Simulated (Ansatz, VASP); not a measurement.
# Ti12Al10O39 (partly crystallised 71TiO2-29Al2O3 (mol %)) in two plane-wave programs, part 2 of 2

Aim: how closely do two programs agree when they are given the same cell, functional and k mesh? Of the first pair: The cell is taken from a series of runs on this material, whose earlier steps may have relaxed, scaled, displaced or heated it; both programs get it as it stands.

VASP 6.6.1 and Ansatz 0.2.0.

So far. Step 3 (VASP: single point, PBE, pair 1): The run ends at a pressure of 6.09 GPa, with forces up to 2.4 eV/Å.

## (5) Ansatz: relaxation, PBE

Level of this step: Ansatz beside VASP: Kohn-Sham DFT, plane waves, PBE (Ansatz).

The two programs are compared at the cell with which this relaxation starts, whose forces are those of its first step. The cell compared in this pair holds 1387.57 Å³, against 1398.67 Å³ for the pair before.

The structure compared here is the start of the Ansatz relaxation; VASP solves that cell, so the two are compared at the walk's first step.

File input.yaml:

```yaml
crystal:
  lattice:
    - [11.12158, 0.12603, -0.06252]
    - [0.12477, 11.05865, 0.12936]
    - [-0.06189, 0.12936, 11.28531]
  atoms:
    - { symbol: Ti, position: [0.63549, 0.60725, 0.39917] }
    - { symbol: Ti, position: [0.06933, 0.07912, 0.6124] }
    - { symbol: Ti, position: [0.70914, 0.98524, 0.49265] }
    - { symbol: Ti, position: [0.40919, 0.55253, 0.57138] }
    - { symbol: Ti, position: [0.20556, 0.9194, 0.94353] }
    - { symbol: Ti, position: [0.90923, 0.45602, 0.30394] }
    - { symbol: Ti, position: [0.63771, 0.8846, 0.2534] }
    - { symbol: Ti, position: [0.47025, 0.37083, 0.82851] }
    - { symbol: Ti, position: [0.91152, 0.98554, 0.05761] }
    - { symbol: Ti, position: [0.38191, 0.75442, 0.16544] }
    - { symbol: Ti, position: [0.65813, 0.88262, 0.93648] }
    - { symbol: Ti, position: [0.19601, 0.6431, 0.89294] }
    - { symbol: Ti, position: [0.86089, 0.89976, 0.74745] }
    - { symbol: Ti, position: [0.21131, 0.21625, 0.25265] }
    - { symbol: Ti, position: [0.64811, 0.31319, 0.57609] }
    - { symbol: Ti, position: [0.72955, 0.54041, 0.9371] }
    - { symbol: Ti, position: [0.91205, 0.27098, 0.84672] }
    - { symbol: Ti, position: [0.9291, 0.15116, 0.32376] }
    - { symbol: Ti, position: [0.6509, 0.11199, 0.76127] }
    - { symbol: Ti, position: [0.2721, 0.48092, 0.14394] }
    - { symbol: Ti, position: [0.17376, 0.41807, 0.43059] }
    - { symbol: Ti, position: [0.76506, 0.2873, 0.08983] }
    - { symbol: Ti, position: [0.36314, 0.06518, 0.60403] }
    - { symbol: Ti, position: [0.96676, 0.67343, 0.07345] }
    - { symbol: Al, position: [0.50711, 0.67115, 0.88359] }
    - { symbol: Al, position: [0.1229, 0.58702, 0.61634] }
    - { symbol: Al, position: [0.44641, 0.2543, 0.1187] }
    - { symbol: Al, position: [0.95273, 0.38894, 0.59849] }
    - { symbol: Al, position: [0.63289, 0.1962, 0.31414] }
    - { symbol: Al, position: [0.66063, 0.60345, 0.65764] }
[... 86 atom lines left out ...]
    - { symbol: O, position: [0.1483, 0.41877, 0.60828] }
    - { symbol: O, position: [0.46102, 0.24767, 0.95293] }
    - { symbol: O, position: [0.83138, 0.90332, 0.57378] }
    - { symbol: O, position: [0.41284, 0.22332, 0.28228] }
    - { symbol: O, position: [0.5512, 0.51288, 0.30553] }
    - { symbol: O, position: [0.89371, 0.59884, 0.94339] }
kpoints:
  mp_grid: { grid: [1, 1, 1] }
hamiltonian:
  xc: pbe
scf:
  occupations: { method: fixed }
output:
  forces: true
  eigenvalues: true
  stress: true
relax:
  f_tol: 0.05
  max_steps: 70
```

Launch:

```console
$ ansatz run input.yaml --threads 4 --pin off --max-ram 8192MiB --backend cpu --events-out ev --progress --plain --runs-dir out
```

Numbers of over 12 decimals in the logs are rounded to 6 here.

Log:

```text
Warning: output.stress: scf.convergence.dr2_threshold = 1e-7 eV (the SCF's general default) is looser than the 1.08e-8 eV advised for a printed stress (1e-10 eV for each atom of the cell: 122, of which 108 are counted). What an SCF threshold leaves in a stress goes as its square root, and in the free energy as the threshold itself, and one threshold admits the most on a small cell: [figures from the program's tests c [...]
[...]
Crystal: 122 atoms, lattice volume = 1387.568 Å³
[...]
- { symbol: O, position: [0.773359, 0.151706, 0.377203] }
    - { symbol: O, position: [0.943046, 0.411839, 0.766210] }
    - { symbol: O, position: [0.668464, 0.698010, 0.941851] }
    - { symbol: O, position: [0.265574, 0.271115, 0.096206] }
    - { symbol: O, position: [0.834569, 0.142507, 0.048763] }
    - { symbol: O, position: [0.854146, 0.318342, 0.224296] }
    - { symbol: O, position: [0.264545, 0.328091, 0.833134] }
[...]
- { symbol: O, position: [0.834093, 0.904220, 0.573692] }
    - { symbol: O, position: [0.413710, 0.223082, 0.282092] }
    - { symbol: O, position: [0.549490, 0.513963, 0.306162] }
    - { symbol: O, position: [0.894546, 0.597630, 0.943024] }
```

## (6) VASP: single point, PBE, start cell, pair 2

The same cell, functional and mesh now go to VASP, with its own data sets.

File INCAR:

```
SYSTEM = Ti12Al10O39
PREC = Accurate
ENCUT = 520
EDIFF = 1E-06
NELM = 120
ISMEAR = 0
SIGMA = 0.01
LREAL = Auto
ALGO = Normal
GGA = PE
NBANDS = 496
LASPH = .TRUE.
LORBIT = 11
LWAVE = .FALSE.
LCHARG = .FALSE.
ISIF = 2
GGA_COMPAT = .FALSE.
EFERMI = MIDGAP
NCORE = 4
```

File POSCAR:

```
Ti12Al10O39
1.0
   11.1215800000      0.1260300000     -0.0625200000
    0.1247700000     11.0586500000      0.1293600000
   -0.0618900000      0.1293600000     11.2853100000
Ti Al O
24 20 78
Direct
    0.6354886692      0.6072506596      0.3991717380
    0.0693273526      0.0791184175      0.6123978506
    0.7091404175      0.9852376277      0.4926479751
    0.4091886046      0.5525282167      0.5713806197
    0.2055626363      0.9194013755      0.9435290669
    0.9092334831      0.4560223589      0.3039397433
    0.6377072296      0.8845970774      0.2534035820
    0.4702486938      0.3708280915      0.8285133174
    0.9115160865      0.9855425169      0.0576057021
    0.3819070977      0.7544199729      0.1654438437
    0.6581289672      0.8826224646      0.9364802722
    0.1960085341      0.6430971954      0.8929363394
    0.8608935949      0.8997582126      0.7474522494
    0.2113059066      0.2162457687      0.2526503297
    0.6481072649      0.3131934372      0.5760856337
    0.7295519243      0.5404123341      0.9371035308
    0.9120460029      0.2709845686      0.8467172415
    0.9291015576      0.1511598360      0.3237601265
    0.6509004906      0.1119927547      0.7612734534
    0.2721020268      0.4809164757      0.1439393746
    0.1737600892      0.4180708706      0.4305935622
    0.7650633365      0.2873007625      0.0898306323
    0.3631364439      0.0651794320      0.6040305210
    0.9667620723      0.6734327650      0.0734518327
    0.5071083667      0.6711477402      0.8835897945
    0.1228964042      0.5870230184      0.6163362979
    0.4464130052      0.2542971332      0.1187042149
    0.9527345081      0.3889359120      0.5984906229
    0.6328923097      0.1961992823      0.3141418435
    0.6606263144      0.6034524392      0.6576372071
[... 86 atom lines left out ...]
    0.1482969545      0.4187693222      0.6082774444
    0.4610203367      0.2476728068      0.9529276588
    0.8313840539      0.9033196668      0.5737835025
    0.4128375899      0.2233233071      0.2822803718
    0.5512001661      0.5128843690      0.3055312005
    0.8937101827      0.5988370395      0.9433865088
```

File KPOINTS:

```
Automatic mesh
0
Gamma
1 1 1
0 0 0
```

Potentials, in the order of the species: Ti_sv, Al and O (PBE family, release 64).

Launch:

```console
$ mpirun -np 16 vasp_gam
```

Log:

```text
[... set-up lines as in an earlier step ...]
 entering main loop
       N       E                     dE             d eps       ncg     rms          rms(c)
DAV:   1     0.143229825541E+05    0.14323E+05   -0.44780E+05   992   0.194E+03
DAV:   2     0.221302991487E+04   -0.12110E+05   -0.11436E+05  1000   0.586E+02
DAV:   3    -0.901865622708E+03   -0.31149E+04   -0.29275E+04  1144   0.263E+02
DAV:   4    -0.123418388856E+04   -0.33232E+03   -0.33053E+03  1312   0.957E+01
[...]
DAV:  19    -0.100535062657E+04   -0.70450E-05   -0.14509E-05  1176   0.967E-03    0.852E-03
DAV:  20    -0.100535062908E+04   -0.25022E-05   -0.43260E-06   976   0.619E-03    0.381E-03
DAV:  21    -0.100535062941E+04   -0.33271E-06   -0.26429E-06   712   0.352E-03
   1 F= -.10053506E+04 E0= -.10053506E+04  d E =0.000000E+00
```

From OUTCAR (step 6):

```text
  Total       34.3518376     12.4770293     13.5949201      0.5429097     -0.0230086     -0.4835734
  in kB       39.6648903     14.4067984     15.6975886      0.6268793     -0.0265673     -0.5583657
  external PRESSURE =      23.2564258 kB  Pullay stress =       0.0000000 kB

 POSITION                                       TOTAL-FORCE (eV/Angst)
 -----------------------------------------------------------------------------------
      7.11870      6.84710      4.54360        -0.004751      0.124075      0.122618
      0.74300      0.96290      6.91700        -0.064582      0.090169     -0.076466
      7.97920     11.04850      5.64280         0.054367      0.283490     -0.121101
      4.58440      6.23570      6.49410         0.137557     -0.086357     -0.045255
      2.34250     10.31530     10.75410        -0.023133     -0.252399     -0.090985
     10.15020      5.19690      3.43220         0.425125     -0.134070     -0.222870
[...]
3.17120      7.20960      7.17770        -0.029922      0.144991      0.118856
      1.07180      8.40160      6.68340        -0.204093      0.024812     -0.041442
      3.12060      8.89150      4.79280         0.045196     -0.066292      0.020807
      3.95370      5.00920      5.22510         0.072886     -0.058211     -0.041628
     11.17480     11.14160      8.23980         0.134213      0.045345      0.138764
      9.35130     10.24010     10.48440         0.121343     -0.028289     -0.049060
     10.64390      6.41460      6.81260        -0.092767     -0.027425     -0.030023
[...]
-----------------------------------------------------------------------------------
    total drift:                                0.056268      0.016787     -0.028209

  FREE ENERGIE OF THE ION-ELECTRON SYSTEM (eV)
  ---------------------------------------------------
  free  energy   TOTEN  =     -1005.3506294085 eV

  energy  without entropy=    -1005.3506294085  energy(sigma->0) =    -1005.35062941

[... 1 part as in an earlier step ...]

[... 2 further parts left out ...]
[key lines of the parts left out:]
E-fermi :   4.7862
```

The run ends at a pressure of 2.33 GPa, with forces up to 0.62 eV/Å.

## (7) Side by side

Forces on 8 of the 122 atoms, those with the largest forces and the largest differences (eV/Å; atoms numbered as in POSCAR):

| atom | Ansatz x, y, z | VASP x, y, z |
| --- | --- | --- |
| Ti6 | 0.308, -0.085, -0.178 | 0.425, -0.134, -0.223 |
| Ti9 | -0.352, -0.007, 0.218 | -0.426, -0.028, 0.243 |
| Ti14 | 0.445, 0.042, 0.048 | 0.549, 0.062, 0.031 |
| Ti15 | -0.471, -0.135, 0.055 | -0.595, -0.163, 0.077 |
| O60 | -0.331, 0.059, -0.162 | -0.414, 0.074, -0.198 |
| O97 | -0.163, 0.054, 0.153 | -0.283, 0.105, 0.214 |
| O98 | 0.237, -0.062, -0.020 | 0.364, -0.063, -0.025 |
| O115 | 0.285, 0.030, -0.033 | 0.437, 0.061, -0.032 |

The forces differ by 36 meV/Å r.m.s., which is 31.4 % of the r.m.s. force of 0.115 eV/Å (both taken over all components).

## (8) Ansatz: relaxation, PBE

The two programs are compared at the cell with which this relaxation starts, whose forces are those of its first step. The cell compared in this pair holds 1415.60 Å³, against 1387.57 Å³ for the pair before.

The structure compared here is the start of the Ansatz relaxation; VASP solves that cell, so the two are compared at the walk's first step.

input.yaml, as its differences from that of step 5:

```diff
@@ -2,5 +2,5 @@
   lattice:
-    - [11.12158, 0.12603, -0.06252]
-    - [0.12477, 11.05865, 0.12936]
-    - [-0.06189, 0.12936, 11.28531]
+    - [11.34626, 0.12603, -0.06252]
+    - [0.12729, 11.05865, 0.12936]
+    - [-0.06315, 0.12936, 11.28531]
   atoms:
```

Launch:

```console
$ ansatz run input.yaml --threads 4 --pin off --max-ram 8192MiB --backend cpu --events-out ev --progress --plain --runs-dir out
```

Log:

```text
[...]
Crystal: 122 atoms, lattice volume = 1415.600 Å³
Basis set: ecut = 420 eV, 27651 PW (Γ), exchange–correlation on 160×150×160 points (8 copies of the dense FFT grid, shifted against one another)
Bands: 530, of which v1, the nominal top of the filled ones, is band 408 counted from 1 (407 counted from 0)
Symmetry: 1 space group operations
[...]
k-points: 1
[...]
- { symbol: O, position: [0.773753, 0.152347, 0.374362] }
    - { symbol: O, position: [0.939586, 0.410862, 0.765856] }
    - { symbol: O, position: [0.668047, 0.698919, 0.941252] }
    - { symbol: O, position: [0.264808, 0.272094, 0.096068] }
    - { symbol: O, position: [0.836718, 0.142383, 0.048919] }
    - { symbol: O, position: [0.855471, 0.318959, 0.223086] }
    - { symbol: O, position: [0.259961, 0.326609, 0.831984] }
[...]
- { symbol: O, position: [0.828596, 0.903051, 0.574067] }
    - { symbol: O, position: [0.412313, 0.223489, 0.282354] }
    - { symbol: O, position: [0.552589, 0.512041, 0.305141] }
    - { symbol: O, position: [0.893101, 0.599682, 0.943673] }
```

## (9) VASP: single point, PBE, start cell, pair 3

The same cell, functional and mesh now go to VASP, with its own data sets.

INCAR is that of step 6.

File POSCAR:

```
Ti12Al10O39
1.0
   11.3462600000      0.1260300000     -0.0625200000
    0.1272900000     11.0586500000      0.1293600000
   -0.0631500000      0.1293600000     11.2853100000
Ti Al O
24 20 78
Direct
    0.6354878839      0.6072506686      0.3991717335
    0.0693269800      0.0791184218      0.6123978485
    0.7091411464      0.9852376193      0.4926479792
    0.4091878177      0.5525282257      0.5713806152
    0.2055614147      0.9194013895      0.9435290600
    0.9092288296      0.4560224122      0.3039397170
    0.6377081149      0.8845970673      0.2534035870
    0.4702534506      0.3708280370      0.8285133444
    0.9115239830      0.9855424263      0.0576057469
    0.3819071360      0.7544199724      0.1654438439
    0.6581278513      0.8826224774      0.9364802659
    0.1960142900      0.6430971294      0.8929363720
    0.8608890840      0.8997582643      0.7474522239
    0.2113144737      0.2162456705      0.2526503783
    0.6481090173      0.3131934171      0.5760856437
    0.7295522051      0.5404123309      0.9371035324
    0.9120517755      0.2709845025      0.8467172742
    0.9290994841      0.1511598598      0.3237601147
    0.6509033696      0.1119927217      0.7612734697
    0.2720961711      0.4809165428      0.1439393414
    0.1737643726      0.4180708215      0.4305935865
    0.7650628744      0.2873007678      0.0898306297
    0.3631370900      0.0651794246      0.6040305247
    0.9667606087      0.6734327818      0.0734518244
    0.5071070377      0.6711477554      0.8835897869
    0.1229038900      0.5870229326      0.6163363403
    0.4464137690      0.2542971244      0.1187042193
    0.9527268912      0.3889359993      0.5984905797
    0.6328925876      0.1961992791      0.3141418451
    0.6606332255      0.6034523600      0.6576372463
[... 86 atom lines left out ...]
    0.1482962291      0.4187693305      0.6082774403
    0.4610198523      0.2476728124      0.9529276561
    0.8313797551      0.9033197161      0.5737834782
    0.4128408116      0.2233232701      0.2822803901
    0.5511956571      0.5128844207      0.3055311749
    0.8937084897      0.5988370589      0.9433864992
```

KPOINTS is that of step 6.

Launch:

```console
$ mpirun -np 16 vasp_gam
```

Log:

```text
[... set-up lines as in an earlier step ...]
 entering main loop
       N       E                     dE             d eps       ncg     rms          rms(c)
DAV:   1     0.142262794527E+05    0.14226E+05   -0.44772E+05   992   0.193E+03
DAV:   2     0.217140298484E+04   -0.12055E+05   -0.11391E+05  1000   0.582E+02
DAV:   3    -0.908127777873E+03   -0.30795E+04   -0.29021E+04  1144   0.261E+02
DAV:   4    -0.123546878780E+04   -0.32734E+03   -0.32551E+03  1296   0.947E+01
[...]
DAV:  19    -0.100545927244E+04   -0.74896E-05   -0.20072E-05  1336   0.105E-02    0.929E-03
DAV:  20    -0.100545927625E+04   -0.38181E-05   -0.54016E-06   992   0.654E-03    0.440E-03
DAV:  21    -0.100545927717E+04   -0.91486E-06   -0.32738E-06   816   0.402E-03
   1 F= -.10054593E+04 E0= -.10054593E+04  d E =0.000000E+00
```

Parts of OUTCAR (step 9):

```text
  Total      -26.5715537     -6.5671354     -7.1866067     -0.0955825     -0.0549727      0.3882303
  in kB      -30.0737091     -7.4326899     -8.1338081     -0.1081803     -0.0622182      0.4393995
  external PRESSURE =     -15.2134024 kB  Pullay stress =       0.0000000 kB

 POSITION                                       TOTAL-FORCE (eV/Angst)
 -----------------------------------------------------------------------------------
      7.26250      6.84710      4.54360         0.070130     -0.129248      0.112747
      0.75800      0.96290      6.91700         0.094353     -0.016796      0.031067
      8.14040     11.04850      5.64280        -0.058674     -0.072654     -0.027147
      4.67700      6.23570      6.49410        -0.042891      0.122422      0.007604
      2.38980     10.31530     10.75410        -0.042860      0.115646      0.097316
     10.35520      5.19690      3.43220        -0.180593      0.030377      0.178109
[...]
3.23520      7.20960      7.17770        -0.091301     -0.034254     -0.062127
      1.09350      8.40160      6.68340         0.167678     -0.019650      0.029250
      3.18360      8.89150      4.79280        -0.041258      0.051001     -0.006962
      4.03360      5.00920      5.22510        -0.058038     -0.046693     -0.031310
     11.40060     11.14160      8.23980        -0.118445     -0.066926     -0.022212
      9.54020     10.24010     10.48440        -0.074368      0.016405      0.015928
     10.85900      6.41460      6.81260         0.083446      0.030737      0.029203
[...]
-----------------------------------------------------------------------------------
    total drift:                               -0.009551     -0.029827      0.000328

  FREE ENERGIE OF THE ION-ELECTRON SYSTEM (eV)
  ---------------------------------------------------
  free  energy   TOTEN  =     -1005.4592771688 eV

  energy  without entropy=    -1005.4592771688  energy(sigma->0) =    -1005.45927717

[... 1 part as in an earlier step ...]

[... 2 further parts left out ...]
[key lines of the parts left out:]
E-fermi :   4.5772
```

The run ends at a pressure of -1.52 GPa, with forces up to 0.38 eV/Å.

## (10) Differences

Forces on 9 of the 122 atoms, those with the largest forces and the largest differences (eV/Å; atoms numbered as in POSCAR):

| atom | Ansatz x, y, z | VASP x, y, z |
| --- | --- | --- |
| Ti1 | 0.035, -0.125, -0.015 | 0.070, -0.129, 0.113 |
| Ti6 | -0.294, 0.069, 0.208 | -0.181, 0.030, 0.178 |
| Ti9 | 0.336, 0.015, -0.219 | 0.264, -0.005, -0.200 |
| Ti12 | 0.269, -0.048, -0.020 | 0.242, -0.056, -0.004 |
| Ti14 | -0.375, -0.047, -0.037 | -0.296, -0.024, -0.055 |
| Ti15 | 0.449, 0.150, -0.074 | 0.358, 0.126, -0.044 |
| O60 | 0.240, -0.058, 0.166 | 0.172, -0.041, 0.134 |
| O97 | 0.162, -0.052, -0.144 | 0.045, -0.004, -0.090 |
| O115 | -0.273, -0.034, 0.030 | -0.132, -0.003, 0.031 |

The forces differ by 35 meV/Å r.m.s., which is 47.2 % of the r.m.s. force of 0.074 eV/Å (both taken over all components).

## (11) Summary of results

* r.m.s. force difference (single point, PBE, pair 1): 4.6 % of the r.m.s. force
* r.m.s. force difference (single point, PBE, start cell, pair 2): 36 meV/Å
* r.m.s. force difference (single point, PBE, start cell, pair 3): 35 meV/Å

**Reading.** The r.m.s. force difference is 36 meV/Å (single point, PBE, start cell, pair 2), beyond the 12 meV/Å picked in this series as the mark of a large difference. What causes the difference of the single point, PBE, pair 1 pair stays open here. What causes the difference of the single point, PBE, start cell, pair 2 pair stays open here. What causes the difference of the single point, PBE, start cell, pair 3 pair stays open here. 2 further runs of this series are not shown here. How closely two codes agree says nothing of how well the functional describes the real material.

[Lines on the potential files, build, host, timing and source positions are cut from VASP's logs without a mark.]

[Logs are printed without paths, hosts, clocks, repeated set-up lines and the standing remarks that a program may print on its own settings, such as how far it seeks lower states.]

[Hosts, paths, dates, database ids (printed as entryN), source tags and the programs' standing remarks are cut or masked in the printed files.]
